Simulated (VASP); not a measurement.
OSZICAR of a VASP run on Ti (hcp):

### OSZICAR
```
       N       E                     dE             d eps       ncg     rms          rms(c)
DAV:   1     0.243658660966E+03    0.24366E+03   -0.13252E+04  3840   0.179E+03
DAV:   2     0.107805384482E+02   -0.23288E+03   -0.23162E+03  3936   0.486E+02
DAV:   3    -0.165486407627E+02   -0.27329E+02   -0.27148E+02  7592   0.135E+02
DAV:   4    -0.176638943839E+02   -0.11153E+01   -0.11152E+01  3936   0.287E+01
DAV:   5    -0.177283085128E+02   -0.64414E-01   -0.64413E-01  6344   0.473E+00    0.119E+01
DAV:   6    -0.156650943618E+02    0.20632E+01   -0.77792E+00  4520   0.326E+01    0.304E+00
DAV:   7    -0.156521512330E+02    0.12943E-01   -0.80646E-01  5752   0.767E+00    0.204E+00
DAV:   8    -0.156802234309E+02   -0.28072E-01   -0.21857E-01  4512   0.621E+00    0.694E-01
DAV:   9    -0.156712752666E+02    0.89482E-02   -0.52104E-02  4552   0.264E+00    0.633E-02
DAV:  10    -0.156715300763E+02   -0.25481E-03   -0.24906E-03  6160   0.405E-01    0.840E-02
DAV:  11    -0.156715585791E+02   -0.28503E-04   -0.15800E-04  4728   0.118E-01    0.285E-02
DAV:  12    -0.156715469385E+02    0.11641E-04   -0.37280E-05  5104   0.524E-02    0.479E-03
DAV:  13    -0.156715485637E+02   -0.16253E-05   -0.76880E-07  4592   0.908E-03    0.867E-04
DAV:  14    -0.156715494675E+02   -0.90376E-06   -0.15152E-07  3288   0.296E-03    0.472E-04
DAV:  15    -0.156715496076E+02   -0.14007E-06   -0.30507E-08  2384   0.169E-03    0.198E-04
DAV:  16    -0.156715496164E+02   -0.88430E-08   -0.94194E-09  2392   0.901E-04
   1 F= -.15671550E+02 E0= -.15672315E+02  d E =0.229651E-02
```

**Question.** Which electronic solver shows in the log?

**Answer.** It is blocked Davidson (ALGO = Normal, or the opening steps of other solvers). The INCAR had ALGO = Normal.

**Question.** Can the final energy be trusted as converged?

**Answer.** Self-consistency was reached. It stopped with EDIFF = 1E-7, NELM = 100 (PBE GGA, plane waves, VASP's PBE PAW potentials (set 64)).

The compound is Ti in the hcp structure. It was relaxed first.
